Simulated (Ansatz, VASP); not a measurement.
**Bi2Se3 in two plane-wave programs**

One calculation is typed for both programs; each brings its own data sets and cutoff. How far apart do they land? The cell is taken from a series of VASP runs on this material, whose earlier steps may have relaxed, scaled or displaced it; both programs get it as it stands. Other levels of theory on this material are compared in a session of their own.

Method: plane waves, with VASP 6.6.1 beside it; single point at LDA, in Ansatz 0.2.0.

## 1. Starting point

The structure is trigonal, space group R-3m (No. 166). Conventional cell: a = 4.143 Å, b = 4.143 Å, c = 28.636 Å, α = 90.00°, β = 90.00°, γ = 120.00°. Nearest to Bi lie 6 Se at 2.86 to 3.06 Å. Nearest to Se lie 6 Bi at 3.06 Å. Se has 3 Bi at 2.86 Å nearest. Farther neighbours and most contacts between anions are not listed.

Structure file:

```xyz
5
Lattice="2.0715 1.1960 9.5453 -2.0715 1.1960 9.5453 0.0000 -2.3920 9.5453" Properties=species:S:1:pos:R:3 pbc="T T T"
Bi    0.0000    0.0000   11.4521
Bi    0.0000    0.0000   17.1839
Se    0.0000    0.0000    0.0000
Se    0.0000    0.0000    6.0798
Se    0.0000    0.0000   22.5562
```

## 2. VASP: single point, LDA

With cell and atoms fixed, the geometry can't cause a difference; cores, projectors, grids and the points listed under the comparison can.

Lines of VASP's logs that name or quote its potential files are left out, and so is its time.

Contents of INCAR:

```
SYSTEM = Bi2Se3
PREC = Accurate
ENCUT = 400
EDIFF = 1E-08
NELM = 100
ISMEAR = 0
SIGMA = 0.02
LREAL = .FALSE.
ALGO = Normal
GGA = CA
NBANDS = 30
LORBIT = 11
LWAVE = .FALSE.
LCHARG = .FALSE.
KPAR = 4
```

Contents of POSCAR:

```
Bi2Se3
1.0
    2.0715000000      1.1959810000      9.5453330000
   -2.0715000000      1.1959810000      9.5453330000
    0.0000000000     -2.3919620000      9.5453330000
Bi Se
2 3
Direct
    0.3999205240      0.3999205240      0.3999205240
    0.6000794760      0.6000794760      0.6000794760
    0.0000000000      0.0000000000      0.0000000000
    0.2123132448      0.2123132448      0.2123132448
    0.7876867552      0.7876867552      0.7876867552
```

Contents of KPOINTS:

```
Automatic mesh
0
Gamma
6 6 6
0 0 0
```

Contents of KPOINTS_OPT:

```
points round the band edges
26
Reciprocal
  0.0000000000   0.0000000000   0.0000000000 1
  0.0000000000   0.0000000000   0.0000000000 1
 -0.0026375157   0.0026375157   0.0000000000 1
  0.0026375157  -0.0026375157  -0.0000000000 1
 -0.0015227703  -0.0015227703   0.0030455406 1
  0.0015227703   0.0015227703  -0.0030455406 1
 -0.0121534954  -0.0121534954  -0.0121534954 1
  0.0121534954   0.0121534954   0.0121534954 1
 -0.0098906839   0.0098906839   0.0000000000 1
  0.0098906839  -0.0098906839  -0.0000000000 1
 -0.0057103886  -0.0057103886   0.0114207773 1
  0.0057103886   0.0057103886  -0.0114207773 1
 -0.0455756079  -0.0455756079  -0.0455756079 1
  0.0455756079   0.0455756079   0.0455756079 1
 -0.0026375157   0.0026375157   0.0000000000 1
  0.0026375157  -0.0026375157  -0.0000000000 1
 -0.0015227703  -0.0015227703   0.0030455406 1
  0.0015227703   0.0015227703  -0.0030455406 1
 -0.0121534954  -0.0121534954  -0.0121534954 1
  0.0121534954   0.0121534954   0.0121534954 1
 -0.0098906839   0.0098906839   0.0000000000 1
  0.0098906839  -0.0098906839  -0.0000000000 1
 -0.0057103886  -0.0057103886   0.0114207773 1
  0.0057103886   0.0057103886  -0.0114207773 1
 -0.0455756079  -0.0455756079  -0.0455756079 1
  0.0455756079   0.0455756079   0.0455756079 1
```

PAW data sets: Bi_d and Se (LDA family, release 64).

Launch:

```sh
$ mpirun -np 4 vasp_std
```

Numbers of over 12 decimals in the logs are rounded to 6 here.

What it wrote:

```text
[banner, memory and clock lines left out]
running    4 mpi-ranks, on    1 nodes
 distrk:  each k-point on    1 cores,    4 groups
 distr:  one band on    1 cores,    1 groups

 POSCAR found type information on POSCAR BiSe
 POSCAR found :  2 types and       5 ions
 LDA part: xc-table for (Slater(with rela. corr.)+CA(PZ))
 , standard interpolation
 POSCAR, INCAR and KPOINTS ok, starting setup
 FFT: planning ... GRIDC
 FFT: planning ... GRID_SOFT
 FFT: planning ... GRID
 WAVECAR not read
 entering main loop
       N       E                     dE             d eps       ncg     rms          rms(c)
DAV:   1     0.424772501499E+03    0.42477E+03   -0.20022E+04  1920   0.137E+03
DAV:   2     0.243328270857E+02   -0.40044E+03   -0.38606E+03  2104   0.383E+02
DAV:   3    -0.222956795581E+02   -0.46629E+02   -0.44912E+02  2490   0.144E+02
DAV:   4    -0.241317209907E+02   -0.18360E+01   -0.18207E+01  2198   0.310E+01
DAV:   5    -0.242013511648E+02   -0.69630E-01   -0.69583E-01  2636   0.586E+00    0.526E+00
DAV:   6    -0.234155915789E+02    0.78576E+00   -0.12581E+00  2476   0.780E+00    0.336E+00
DAV:   7    -0.234063824261E+02    0.92092E-02   -0.33271E-01  2142   0.255E+00    0.171E+00
DAV:   8    -0.234027784195E+02    0.36040E-02   -0.45568E-02  2364   0.113E+00    0.497E-01
DAV:   9    -0.234014687314E+02    0.13097E-02   -0.24940E-03  2496   0.441E-01    0.123E-01
DAV:  10    -0.234014871779E+02   -0.18446E-04   -0.13578E-03  2152   0.188E-01    0.500E-02
DAV:  11    -0.234014950985E+02   -0.79206E-05   -0.15374E-04  2330   0.737E-02    0.314E-02
DAV:  12    -0.234015003684E+02   -0.52699E-05   -0.24881E-05  2646   0.265E-02    0.812E-03
DAV:  13    -0.234015000439E+02    0.32447E-06   -0.39772E-06  2402   0.160E-02    0.312E-03
DAV:  14    -0.234015000097E+02    0.34220E-07   -0.48792E-07  2138   0.384E-03    0.110E-03
DAV:  15    -0.234015000069E+02    0.28394E-08   -0.42232E-08  1958   0.155E-03
   1 F= -.23401500E+02 E0= -.23401500E+02  d E =-.575566E-06
 Start KPOINTS_OPT (optional k-point list driver)
k-point batch [1-26\26]
       N       E                     dE             ncg
DAV:   1     0.259844107609E+04   -0.10437E+03     1560
DAV:   2    -0.793584517420E+04   -0.10534E+05     1684
DAV:   3    -0.924009801888E+04   -0.13043E+04     2040
DAV:   4    -0.930488637107E+04   -0.64788E+02     1680
DAV:   5    -0.930714024107E+04   -0.22539E+01     2130
DAV:   6    -0.930718674528E+04   -0.46504E-01     1930
DAV:   7    -0.930718789277E+04   -0.11475E-02     2136
DAV:   8    -0.930718790864E+04   -0.15869E-04     1936
DAV:   9    -0.930718790901E+04   -0.37071E-06     2202
DAV:  10    -0.930718790901E+04   -0.35507E-08     1074
```

OUTCAR, selected parts (step 2):

```text
ion  position               nearest neighbor table
   1  0.400  0.400  0.400-   5 2.86   5 2.86   5 2.86   3 3.06   3 3.06   3 3.06
   2  0.600  0.600  0.600-   4 2.86   4 2.86   4 2.86   3 3.06   3 3.06   3 3.06
   3  0.000  0.000  0.000-   2 3.06   1 3.06   2 3.06   2 3.06   1 3.06   1 3.06
   4  0.212  0.212  0.212-   2 2.86   2 2.86   2 2.86
   5  0.788  0.788  0.788-   1 2.86   1 2.86   1 2.86

  LATTYP: Found a trigonal (rhomboedric) cell.
 ALAT       =     9.8404707653
 COS(alpha) =     0.9113725773

 Subroutine GETGRP returns: Found 12 space group operations
 (whereof 12 operations were pure point group operations)

The static configuration has the point symmetry D_3d.

 Found     32 irreducible k-points:

   k-points           NKPTS =     32   k-points in BZ     NKDIM =     32   number of bands    NBANDS=     30

   dimension x,y,z NGX =    64 NGY =   64 NGZ =   64
   dimension x,y,z NGXF=   128 NGYF=  128 NGZF=  128

   ENCUT  =  400.0 eV  29.40 Ry    5.42 a.u.  16.05 16.05 16.05*2*pi/ulx,y,z

   NELECT =      48.0000    total number of electrons

 k-points in reciprocal lattice and weights: Automatic mesh
   0.00000000  0.00000000  0.00000000       0.005
   0.16666667  0.00000000  0.00000000       0.028
   0.33333333  0.00000000  0.00000000       0.028
   0.50000000  0.00000000  0.00000000       0.014
   0.16666667  0.16666667  0.00000000       0.028
   0.33333333  0.16666667  0.00000000       0.056
   0.50000000  0.16666667  0.00000000       0.056
  -0.33333333  0.16666667  0.00000000       0.056
  -0.16666667  0.16666667  0.00000000       0.028
[...]
-0.33333333  0.50000000  0.33333333       0.028
   0.50000000  0.50000000  0.50000000       0.005

 average (electrostatic) potential at core
       1-106.3762       2-106.3762       3 -59.2544       4 -59.3689       5 -59.3689

 E-fermi :   4.8738

 k-point     1 :       0.0000    0.0000    0.0000
  band No.  band energies     occupation
    ...
     20       3.0175      2.00000
     21       3.0175      2.00000
     22       3.6312      2.00000
     23       3.6312      2.00000
     24       4.8282      1.99874
     25       4.9194      0.00126
     26       6.1542      0.00000
     27       6.1542      0.00000
     28       6.8835      0.00000
     29       7.5102      0.00000
    ...

 k-point     2 :       0.1667    0.0000    0.0000
  band No.  band energies     occupation
    ...
     20       2.9048      2.00000
     21       3.5276      2.00000
     22       3.5408      2.00000
     23       3.7357      2.00000
     24       4.1579      2.00000
     25       6.1147      0.00000
     26       6.5459      0.00000
     27       6.8350      0.00000
     28       6.9607      0.00000
     29       7.5663      0.00000
    ...

 k-point     3 :       0.3333    0.0000    0.0000
  band No.  band energies     occupation
    ...
     20       2.1508      2.00000
     21       2.4052      2.00000
     22       3.3853      2.00000
     23       3.6150      2.00000
     24       4.2699      2.00000
     25       5.7854      0.00000
     26       6.8498      0.00000
     27       7.1407      0.00000
     28       7.8380      0.00000
     29       8.4887      0.00000
    ...

  Total       -1.4331299     -1.4331297     -1.3335875      0.0000000      0.0000000      0.0000000
  in kB      -16.1824622    -16.1824600    -15.0584591      0.0000000      0.0000000      0.0000000
  external PRESSURE =     -15.8077937 kB  Pullay stress =       0.0000000 kB

  energy-cutoff  :      400.00
  volume of cell :      141.89
      direct lattice vectors                 reciprocal lattice vectors
     2.071500000  1.195981000  9.545333000     0.241370987  0.139355614  0.034921080
    -2.071500000  1.195981000  9.545333000    -0.241370987  0.139355614  0.034921080
     0.000000000 -2.391962000  9.545333000     0.000000000 -0.278711228  0.034921080

 POSITION                                       TOTAL-FORCE (eV/Angst)
 -----------------------------------------------------------------------------------
      0.00000      0.00000     11.45212        -0.000000     -0.000000     -0.005411
      0.00000      0.00000     17.18388        -0.000000      0.000000      0.005411
      0.00000      0.00000      0.00000         0.000000      0.000000      0.000000
      0.00000      0.00000      6.07980        -0.000000      0.000000     -0.003843
      0.00000      0.00000     22.55620        -0.000000      0.000000      0.003843
 -----------------------------------------------------------------------------------
    total drift:                                0.000000      0.000000      0.000000

  FREE ENERGIE OF THE ION-ELECTRON SYSTEM (eV)
  ---------------------------------------------------
  free  energy   TOTEN  =       -23.4015000069 eV

  energy  without entropy=      -23.4014994313  energy(sigma->0) =      -23.40149972

 total charge
# of ion       s       p       d       tot
------------------------------------------
    1        1.617   1.088   9.960  12.665
    2        1.617   1.088   9.960  12.665
    3        1.479   2.316   0.022   3.816
    4        1.496   2.253   0.023   3.772
    5        1.496   2.253   0.023   3.772
--------------------------------------------------
tot          7.705   8.999  19.986  36.690

[... 3 further parts left out ...]
```

The run ends at a pressure of -1.58 GPa, with forces up to 0.0054 eV/Å.

## 3. Ansatz: single point, LDA

Ansatz runs on its default PAW (the set named soft_2) files.

The same cell, functional (in two slightly different forms), mesh and smearing now go to Ansatz, which takes its cutoff from its data sets.

Contents of input.yaml:

```yaml
crystal:
  lattice:
    - [2.0715, 1.195981, 9.545333]
    - [-2.0715, 1.195981, 9.545333]
    - [0.0, -2.391962, 9.545333]
  atoms:
    - { symbol: Bi, position: [0.399920524, 0.399920524, 0.399920524] }
    - { symbol: Bi, position: [0.600079476, 0.600079476, 0.600079476] }
    - { symbol: Se, position: [0.0, 0.0, 0.0] }
    - { symbol: Se, position: [0.2123132448, 0.2123132448, 0.2123132448] }
    - { symbol: Se, position: [0.7876867552, 0.7876867552, 0.7876867552] }
hamiltonian:
  xc: lda
  pseudopotentials: { kind: paw }
kpoints:
  mp_grid: { grid: [6, 6, 6] }
scf:
  occupations: { method: gaussian, width: 0.02 }
  n_extra_bands: 5
output:
  forces: true
  stress: true
  eigenvalues: true
  write_density: true
  write_potential: true
  elf: true
  volumetric_format: npy
```

Launch:

```sh
$ ansatz run input.yaml --threads 2 --pin off --max-ram 4608MiB --backend cpu --events-out ev --progress --plain --runs-dir out
```

What it wrote:

```text
basis.fft_grid_basis auto: the FFT boxes are laid along the combinations [[1, -1, 0], [0, 1, 0], [0, -1, 1]] of the cell's own vectors, 4.143, 9.840 and 4.143 Å long. The dense box has 30×72×30 points. Along the cell's own vectors, as sized, it would have 72×72×72, 5.76 times as many. Of the 12 symmetry operations that the crystal satisfies within crystal.symmetry.tolerance (time reversal apart; of a slab, those that [...]
scf.n_extra_bands = 5 over 39 filled bands (N_el = 78.0): the run solves 44 bands
Engine: ansatz 0.2.0, aarch64-unknown-linux-gnu
Pseudopotentials: kind: paw
Pseudopotential: Bi, paw, valence charge 15, recommended cutoff 420 eV (normal), Bi.paw.azcp
Pseudopotential: Se, paw, valence charge 16, recommended cutoff 420 eV (normal), Se.paw.azcp
Functional definition: SPW92
  exchange = slater_x
  correlation = pw_c
Crystal: 5 atoms, lattice volume = 141.890 Å³
Basis set: ecut = 420 eV, 2743 PW (Γ), FFT grids on a1−a2, a2, −a2+a3
Bands: 44, of which v1, the nominal top of the filled ones, is band 39 counted from 1 (38 counted from 0)
Symmetry: 12 space group operations
Space group: R-3m (ITA 166), of the structure as read, at distance tolerance 5.2e-5 Å
k-points: 32 of 216
Non-local potential: Bi, projectors of the file, l = 0: 2, l = 1: 2, l = 2: 2, l = 3: 2
Non-local potential: Se, projectors of the file, l = 0: 2, l = 1: 2, l = 2: 3, l = 3: 1
PAW form: soft (Blöchl's): semilocal exchange-correlation on the pseudo side does not see the compensation charge
PAW frozen core: Bi, regenerated for the run's functional, and the local potential with it (the file was generated under x = pbe(κ = 0.804, μ = 0.219515), c = pbe(β = 0.066725))
PAW frozen core: Se, regenerated for the run's functional, and the local potential with it (the file was generated under x = pbe(κ = 0.804, μ = 0.219515), c = pbe(β = 0.066725))
PAW one-centre angular grid: Bi, 590 points (default); XC on 64 Gauss nodes
PAW one-centre angular grid: Se, 590 points (default); XC on 64 Gauss nodes
Initial density: superposition of atomic densities (neutral atoms: chi_scale 0, normalization atom), corrected by the library's trained network
Initial wavefunctions: pseudopotential atomic-orbital guess
Functional: x = slater, c = lda
SCF iter   1: F=—  HF=-40323.308072 eV  |F-HF|=—  |Δ(HF+E_count)|=         —  Δρ=4.47e-3  dr2=4.50e-2  ethr=1.77e-3  ⟨swp⟩=7.3  Hψ=5438  notcnv=0
preconditioner: auto → Resta (q_TF=auto, 2.469 Å⁻¹)  ε∞=4.9  [insulator: Δε(μ)=0.038 eV  Ē_g=8.351 eV  σ=0.020 eV  W_gap=0.82  n_scr=36 (ndim 8)  ℏωp=16.5 eV  f_vac=0.035  D(μ)=0.22/eV (n_scr^D=0)  ε∞_Penn≈4.9]
SCF iter   2: F=—  HF=-40323.299619 eV  |F-HF|=—  |Δ(HF+E_count)|=   8.45e-3  Δρ=2.51e-3  dr2=7.00e-3  ethr=5.77e-5  ⟨swp⟩=2.0  Hψ=1804  notcnv=0  defer=31
SCF iter   3: F=—  HF=-40323.298457 eV  |F-HF|=—  |Δ(HF+E_count)|=   1.16e-3  Δρ=1.24e-3  dr2=1.94e-3  ethr=8.98e-6  ⟨swp⟩=2.0  Hψ=1660  notcnv=0  defer=31
SCF iter   4: F=—  HF=-40323.298103 eV  |F-HF|=—  |Δ(HF+E_count)|=   3.54e-4  Δρ=2.05e-4  dr2=1.14e-4  ethr=2.49e-6  ⟨swp⟩=2.0  Hψ=2300  notcnv=0  defer=31
SCF iter   5: F=—  HF=-40323.298073 eV  |F-HF|=—  |Δ(HF+E_count)|=   3.04e-5  Δρ=8.22e-5  dr2=1.05e-5  ethr=1.46e-7  ⟨swp⟩=2.1  Hψ=2342  notcnv=0  defer=31
SCF iter   6: F=—  HF=-40323.298075 eV  |F-HF|=—  |Δ(HF+E_count)|=   2.63e-6  Δρ=1.81e-5  dr2=9.61e-7  ethr=1.35e-8  ⟨swp⟩=2.0  Hψ=2272  notcnv=0  defer=31
SCF iter   7: F=—  HF=-40323.298075 eV  |F-HF|=—  |Δ(HF+E_count)|=   2.14e-7  Δρ=6.23e-6  dr2=9.76e-8  ethr=1.28e-10  ⟨swp⟩=11.9  Hψ=11602  notcnv=0
SCF iter   8: F=-40323.298075 eV  HF=-40323.298075 eV  |F-HF|=2.40e-9  |Δ(HF+E_count)|=   3.76e-8  Δρ=2.45e-6  dr2=1.12e-8  ethr=1.25e-10  ⟨swp⟩=9.0  Hψ=10688  notcnv=0
SCF 1 converged in 8 iterations: F = -40323.298075 eV  dr2 = 1.12e-8
  greatest PAW one-centre occupation: 1.000 electrons in one spin orbital (limit 2), on the Se atom at site 4 (counted from 0), in its partial waves of l = 2
SCF converged after 8 iterations
Free energy (F): -40323.298075 eV
Harris-Foulkes:  -40323.298075 eV  (|F-HF|=2.40e-9)
Internal energy: -40323.298075 eV  (E = F + TS)
E sigma→0 (E₀):  -40323.298075 eV
Entropy (-TS):   -0.000000 eV (-0.000 meV/atom)
Fermi energy:    8.771678 eV
--- Per-component energies (eV) ---
  E_band       = -1368.250568
  E_kinetic    = 960.747816
  E_local      = -10422.248036  (includes V_loc(G=0)·N_el)
  E_nonlocal   = -636.090922
  E_hartree    = 4626.500446
  E_xc         = -613.134098
  E_vxc        = -586.171361  (∫ρ·V_xc dr)
  E_paw        = -26185.688067  (= ΣΔE_a)
  E_vpaw       = 62.512023  (= ΣTr[D̂ρ^β])
  E_aug_tail   = -0.002863  (compensation charges beyond the density's cutoff)
  E_ewald      = -8060.024667
  E_core_change = 6.642317  (= ΣΔE_core)
  E_smearing   = -0.000000  (= −TS)
  E_closure    = -0.000000  (closes the sum)
  Σ components = -40323.298075   (vs F -40323.298075, Δ=0.00e0)
--- Forces (eV/Å), atoms counted from 1 ---
  atom   1  Bi     0.00000000     0.00000000     0.01153032
  atom   2  Bi     0.00000000    -0.00000000    -0.01153032
  atom   3  Se     0.00000000     0.00000000     0.00000000
  atom   4  Se     0.00000000     0.00000000     0.02748518
  atom   5  Se     0.00000000    -0.00000000    -0.02748518
  max |Σ_I F_I| component: 3.47e-18 eV/Å
--- Stress (GPa, compression-positive) ---
       -1.738315       0.000000       0.000000
        0.000000      -1.738315      -0.000000
        0.000000      -0.000000      -1.618264
  P = ⅓ Tr σ = -1.6983 GPa (-16.983 kbar)
--- Band table (eV; the first three rows and the last of 32) ---
  k-point 0: bands = [... 35 lower, 6.9295, 7.5444, 7.5444, 8.7233, 8.8201, 10.0614, 10.0614, 10.7893, ... 1 higher]
  k-point 1: bands = [... 35 lower, 7.4395, 7.4424, 7.6356, 8.0585, 10.0214, 10.4494, 10.7403, 10.8648, ... 1 higher]
  k-point 2: bands = [... 35 lower, 6.3065, 7.2930, 7.5276, 8.1654, 9.6921, 10.7546, 11.0438, 11.7445, ... 1 higher]
  k-point 31: bands = [... 35 lower, 7.1719, 7.3570, 7.3570, 8.2214, 9.2996, 10.3584, 10.3584, 10.7024, ... 1 higher]
```

Run time: 17 s. Hardware: 2 threads of Arm Neoverse N1, shared host; peak memory 0.48 GiB; 33 s of CPU time.

The run ends at a pressure of -1.70 GPa, with forces up to 0.027 eV/Å.

## 4. Comparison

Known differences besides the potentials themselves: the two LDA forms differ slightly; the data sets hold 78 valence electrons in Ansatz (default PAW (the set named soft_2) files) and 48 in VASP; the cutoff is 420 eV in Ansatz and 400 eV in VASP; VASP's log shows a relativistic correction to its local exchange, Ansatz's none. Total energies have different zeros and are not compared.

Both answers:

| quantity | Ansatz | VASP | difference |
| --- | --- | --- | --- |
| pressure (GPa) | -1.70 | -1.58 | -0.12 |
| gap on the k mesh (eV) | 0.097 | 0.091 | +0.006 |

At this near-relaxed geometry the largest component of a force difference is 31 meV/Å. A gap on the mesh is an upper bound, since the band edges may lie between its points; neither run holds spin-orbit coupling, which can move the band edges of a compound of Bi. Ansatz's pressure holds a Pulay correction of 0.03 GPa; VASP's holds none.

## 5. What the set-up changes

Further runs change the set-up of one program: Ansatz's method, potentials or start, or VASP's data sets, cutoff or form of LDA. The table gives Ansatz less VASP for each quantity, since a change that brings one quantity closer may part another.

```csv
run,r.m.s. force difference (meV/Å),pressure (GPa),gap on the k mesh (eV)
as above,13,-0.12,0.0056
cores kept as stored,11,-0.085,0.0040
Ansatz's all-electron LAPW method,12,-0.10,0.0059
Ansatz's larger PAW set (cutoff 600 eV),12,-0.088,0.0092
norm-conserving potentials (cutoff 1170 eV),15,-0.19,0.0014
```

## 6. Results

```
r.m.s. force difference (single point, LDA) : 13 meV/Å
```

In words: The r.m.s. force difference is 13 meV/Å (single point, LDA), beyond the 12 meV/Å picked in this series as the mark of a large difference. Single point, LDA, cores kept as stored: the difference in pressure goes from -0.12 to -0.085 GPa; the difference in gap on the k mesh goes from 0.0056 to 0.0040 eV. Single point, LDA, Ansatz's larger PAW set (cutoff 600 eV): the difference in pressure goes from -0.12 to -0.088 GPa; the difference in gap on the k mesh goes from 0.0056 to 0.0092 eV. Single point, LDA, norm-conserving potentials (cutoff 1170 eV): the difference in pressure goes from -0.12 to -0.19 GPa; the difference in gap on the k mesh goes from 0.0056 to 0.0014 eV. 9 further runs of this series are not shown here. Such differences can come from data sets, numerical settings and the points named under the comparisons, not from the functional's error against experiment.

[Lines on the potential files, build, host, timing and source positions are cut from VASP's logs without a mark.]

[Logs are printed without paths, hosts, clocks, repeated set-up lines and the standing remarks that a program may print on its own settings, such as how far it seeks lower states.]

[Hosts, paths, dates, database ids (printed as entryN), source tags and the programs' standing remarks are cut or masked in the printed files.]
